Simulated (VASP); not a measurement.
Input:

```xyz
5
Lattice="-2.0638 2.0638 5.2656 2.0638 -2.0638 5.2656 2.0638 2.0638 -5.2656" Properties=species:S:1:pos:R:3 pbc="T T T"
Gd     2.0638     2.0638    -5.2589
Al     0.0000     0.0000     4.3072
Al     2.0638     0.0000     2.6182
Al     0.0000     2.0638     2.6182
Cu     2.0638     2.0638     1.3601
```

Method: PBEsol GGA, VASP's PBE PAW potentials (set 64) (plane waves; VASP 6.6.1). Settings: 400 eV cut-off, Gaussian smearing of 0.050 eV, potentials Gd_3 Al Cu.

The 4f electrons are frozen in the core of the lanthanide potential, so 4f levels, which can set the real gap, and their magnetism are missing.

Problem. Give the energies of bands 4 to 17 at the high-symmetry points, in eV from the Fermi level.

Solution. 
```
band      Γ      X      P      N      M      S      R
----  -----  -----  -----  -----  -----  -----  -----
4     -9.55  -6.20  -6.14  -7.36  -8.74  -7.50  -6.33
5     -4.69  -5.52  -5.39  -7.01  -6.92  -6.71  -5.91
6     -4.21  -5.25  -5.39  -4.33  -4.30  -4.91  -5.18
7     -4.01  -4.71  -4.98  -4.19  -4.10  -4.15  -4.33
8     -4.01  -3.87  -3.69  -3.93  -3.94  -3.92  -3.90
9     -3.79  -3.59  -3.59  -3.73  -3.94  -3.84  -3.67
10    -3.61  -3.59  -3.57  -3.63  -3.60  -3.71  -3.65
11    -3.15  -3.58  -3.46  -3.24  -1.26  -3.60  -3.51
12    -1.42  -3.35  -3.46  -3.01  -1.26  -1.43  -2.98
13    -1.42  -2.46  -2.20  -0.82  -1.00  -0.96  -2.63
14    -0.77  -1.75  -1.71  -0.16   0.02  -0.74  -1.63
15     1.20  -1.68  -1.71   0.79   0.74   1.17  -1.54
16     1.52   1.92   0.56   1.01   1.18   1.18   1.78
17     1.77   2.32   3.23   1.56   1.18   1.98   2.40
```

It has no gap at this level: it comes out as a metal or semimetal.

The structure comes from a computed database's GdAl3Cu entry (I4mm); how it stands against other phases isn't given here. It was relaxed first. The electron count is odd and the run is not spin-polarised, which forces a metal.
